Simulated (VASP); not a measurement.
CdTe:

```xyz
2
Lattice="0.0000 3.2050 3.2050 3.2050 0.0000 3.2050 3.2050 3.2050 0.0000" Properties=species:S:1:pos:R:3 pbc="T T T"
Cd    0.0000    0.0000    0.0000
Te    1.6025    1.6025    1.6025
```

- Program: VASP 6.6.1
- Task: relaxation of cell and atoms
- Functional: PBE
- Potentials or basis: VASP PAW PBE potentials, release 64 (Cd, Te)
- Cutoff: 520 eV
- k mesh: 8 × 8 × 8
- Occupations: gaussian, width 0.02 eV
- Spin: no spin polarisation

At the start: pressure 4.4 GPa; volume 32.92 Å³/atom.

Problem. How do energy, volume and symmetry change on relaxing?

Solution. Over 3 steps the energy falls by 42.6 meV/atom and the volume is 36.31 Å³/atom (+10.3 %); space group F-43m (No. 216, to 0.05 Å).

The path:
| step | energy change (eV) | largest force (eV/Å) | pressure (GPa) | volume (Å³) |
| --- | --- | --- | --- | --- |
| 1 | 0.0000 | 0.0000 | 4.39 | 65.84 |
| 2 | -0.0784 | 0.0000 | -0.97 | 74.82 |
| 3 | -0.0852 | 0.0000 | 0.02 | 72.63 |

Final structure:
```yaml
crystal:
  lattice:
    - [0.00000, 3.31146, 3.31146]
    - [3.31146, 0.00000, 3.31146]
    - [3.31146, 3.31146, 0.00000]
  atoms:
    - { symbol: Cd, position: [0.00000, 0.00000, 0.00000] }
    - { symbol: Te, position: [0.25000, 0.25000, 0.25000] }
```

Caveat: the volume moved by +10 % from the deposited cell, more than functionals usually miss.
